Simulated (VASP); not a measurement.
These are r2SCAN meta-GGA, VASP's PBE PAW potentials (set 64) (plane waves; VASP) values and carry that method's errors.

VASP ran on this input.

### KPOINTS
```
Automatic mesh
0
Gamma
  8 8 8
```

**INCAR**
```
# general
SYSTEM  = BiB
PREC    = Accurate
ENCUT   = 520   # plane-wave cut-off (eV)
LREAL   = .FALSE.
LASPH   = .TRUE.

# electronic loop
EDIFF   = 1E-6   # SCF stop (eV)
NELM    = 100   # most electronic steps
ALGO    = Normal
LMAXMIX = 4   # l cut-off of mixed one-centre charges
LMIXTAU = .TRUE.

# smearing
ISMEAR  = 0   # Gaussian
SIGMA   = 0.05

# functional
METAGGA = R2SCAN

# ions
IBRION  = 2
NSW     = 60
ISIF    = 3   # ions, shape and volume
EDIFFG  = -0.01   # ionic stop

# output
LWAVE   = .FALSE.
LCHARG  = .FALSE.
```

File POSCAR:
```
BiB
1
    0.0000000000     2.7446091342     2.7446091342
    2.7446091342     0.0000000000     2.7446091342
    2.7446091342     2.7446091342     0.0000000000
Bi B
1 1
Direct
  0.2500000000   0.2500000000   0.2500000000
  0.0000000000   0.0000000000   0.0000000000
```

POTCAR, in this order: Bi_d B (PBE.64 set). Program: vasp_std.

The run wrote:

### OSZICAR
```
       N       E                     dE             d eps       ncg     rms          rms(c)
DAV:   1     0.745875170476E+02    0.74588E+02   -0.10294E+04   754   0.167E+03
DAV:   2    -0.589967433338E+02   -0.13358E+03   -0.13039E+03   774   0.384E+02
DAV:   3    -0.684484002676E+02   -0.94517E+01   -0.92757E+01   974   0.105E+02
DAV:   4    -0.686815915694E+02   -0.23319E+00   -0.23309E+00   947   0.178E+01
DAV:   5    -0.686869249208E+02   -0.53334E-02   -0.53332E-02  1010   0.228E+00    0.353E+00
DAV:   6    -0.642634118832E+02    0.44235E+01   -0.23687E+00   944   0.271E+01    0.168E+00
DAV:   7    -0.643387973785E+02   -0.75385E-01   -0.42333E-01   914   0.845E+00    0.699E-01
DAV:   8    -0.642815799318E+02    0.57217E-01   -0.20868E-01   764   0.593E+00    0.395E-01
DAV:   9    -0.642283941811E+02    0.53186E-01   -0.34143E-01   774   0.677E+00    0.248E-01
DAV:  10    -0.642638892536E+02   -0.35495E-01   -0.13992E-01   764   0.367E+00    0.806E-02
DAV:  11    -0.643045471765E+02   -0.40658E-01   -0.26915E-02   809   0.185E+00    0.703E-02
DAV:  12    -0.643054626223E+02   -0.91545E-03   -0.11845E-03   934   0.323E-01    0.316E-02
DAV:  13    -0.643081136958E+02   -0.26511E-02   -0.12986E-03   769   0.442E-01    0.864E-03
DAV:  14    -0.643083357457E+02   -0.22205E-03   -0.16297E-04   824   0.169E-01    0.468E-03
DAV:  15    -0.643083549108E+02   -0.19165E-04   -0.28302E-05   794   0.635E-02    0.276E-03
DAV:  16    -0.643083575172E+02   -0.26065E-05   -0.22320E-06   920   0.152E-02    0.853E-04
DAV:  17    -0.643083577791E+02   -0.26191E-06   -0.68134E-07   532   0.984E-03
   1 F= -.64308358E+02 E0= -.64308358E+02  d E =-.643084E+02
```

File OUTCAR:
```
------------------------ aborting loop because EDIFF is reached ----------------------------------------
  FORCE on cell =-STRESS in cart. coord.  units (eV):
  Direction    XX          YY          ZZ          XY          YZ          ZX
  --------------------------------------------------------------------------------------
  Total       -0.0073788     -0.0073788     -0.0073788      0.0000000      0.0000000     -0.0000000
  in kB       -0.2859085     -0.2859085     -0.2859085      0.0000000      0.0000000     -0.0000000
  external PRESSURE =      -0.2859085 kB  Pullay stress =       0.0000000 kB
  volume of cell :       41.35
      direct lattice vectors                 reciprocal lattice vectors
     0.000000000  2.744609134  2.744609134    -0.182175303  0.182175303  0.182175303
     2.744609134  0.000000000  2.744609134     0.182175303 -0.182175303  0.182175303
     2.744609134  2.744609134  0.000000000     0.182175303  0.182175303 -0.182175303
 POSITION                                       TOTAL-FORCE (eV/Angst)
 -----------------------------------------------------------------------------------
      1.37230      1.37230      1.37230        -0.000000      0.000000      0.000000
      0.00000      0.00000      0.00000         0.000000     -0.000000     -0.000000
 -----------------------------------------------------------------------------------
    total drift:                                0.000000      0.000000      0.000000
  FREE ENERGIE OF THE ION-ELECTRON SYSTEM (eV)
  ---------------------------------------------------
  free  energy   TOTEN  =       -64.3083577791 eV

  energy  without entropy=      -64.3083577791  energy(sigma->0) =      -64.30835778

 reached required accuracy - stopping structural energy minimisation
```
(Selected blocks of OUTCAR.)

The structure was generated: BiB was put into the zincblende type (F-43m), which need not be its known phase. It was relaxed first, which changed the volume by -6 %. The start is the result of an earlier pass.
